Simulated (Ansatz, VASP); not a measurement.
Code comparison for K2SnHgTe4 (I-42m, 8 atoms in the cell)

Self-consistent single point.

```yaml
crystal:
  lattice:
    - [-4.39353, 4.39353, 3.73584]
    - [4.39353, -4.39353, 3.73584]
    - [4.39353, 4.39353, -3.73584]
  atoms:
    - { symbol: K, position: [0.50000, 0.00000, 0.50000] }
    - { symbol: K, position: [0.00000, 0.50000, 0.50000] }
    - { symbol: Sn, position: [0.00000, 0.00000, 0.00000] }
    - { symbol: Hg, position: [0.50000, 0.50000, 0.00000] }
    - { symbol: Te, position: [0.58681, 0.93755, 0.00000] }
    - { symbol: Te, position: [0.06245, 0.06245, 0.64926] }
    - { symbol: Te, position: [0.93755, 0.58681, 0.00000] }
    - { symbol: Te, position: [0.41319, 0.41319, 0.35074] }
```

Shared settings, as Ansatz (an electronic-structure program) writes them: kpoints.mp_grid.grid = 3 3 3; magnetization.spin_orbit = true; scf.occupations.method = fixed. Potentials and cutoffs stand in the table.

| code | model | pressure (GPa) | largest force (eV/Å) | gap on the mesh (eV) | cutoff |
|---|---|---|---|---|---|
| Ansatz | LDA (PW92) with spin-orbit coupling, default PAW files made with PBE | -2.90 | 0.316 | 0.807 | 420 eV |
| VASP | LDA (PZ), spin-orbit coupling, VASP's LDA PAW potentials (set 64) | -2.91 | 0.272 | 0.823 | 300 eV |

Gaps are read on the mesh.

The spread over the programs that give each value: pressure within 0.01 GPa; largest force within 0.044 eV/Å; gap on the mesh within 0.016 eV.

Ansatz's pressure is given at a fixed set of plane waves, as the other plane-wave codes print theirs. The same LDA comes in different parametrisations, which differ slightly.

VASP's run is marked for a possible Pulay error in its stress at this cutoff; no cutoff test was made.

VASP ran the fixed occupations as a Gaussian smearing of 0.01 eV.

The starting cell comes from a database of computed structures (which also holds hypothetical and non-ambient phases and stackings), without a prior relaxation at this level.

Keys are those of Ansatz 0.2.
